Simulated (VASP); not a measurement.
## Sr (relaxed from the bcc structure, space group Im-3m): computed properties

Level of theory: r2SCAN meta-GGA, VASP's PBE PAW potentials (set 64) (plane waves; VASP 6.6.1).

```
Quantity                                                              Result
----------------------------------  ----------------------------------------
space group                                                      Im-3m (229)
cell                                a = b = c = 4.7997 Å, α = β = γ = 90.00°
volume per atom                                                55.29 Å³/atom
band gap (over mesh and band path)  none (metal, semimetal or under 0.01 eV)
density                                                           2.63 g/cm³
```

```yaml
crystal:
  lattice:
    - [-2.39986, 2.39986, 2.39986]
    - [2.39986, -2.39986, 2.39986]
    - [2.39986, 2.39986, -2.39986]
  atoms:
    - { symbol: Sr, position: [0.00000, 0.00000, 0.00000] }
```

The structure was generated: Sr was put into the bcc type (Im-3m), which need not be its known phase. It was relaxed first. Symmetry was kept, so distortions that lower it aren't found.
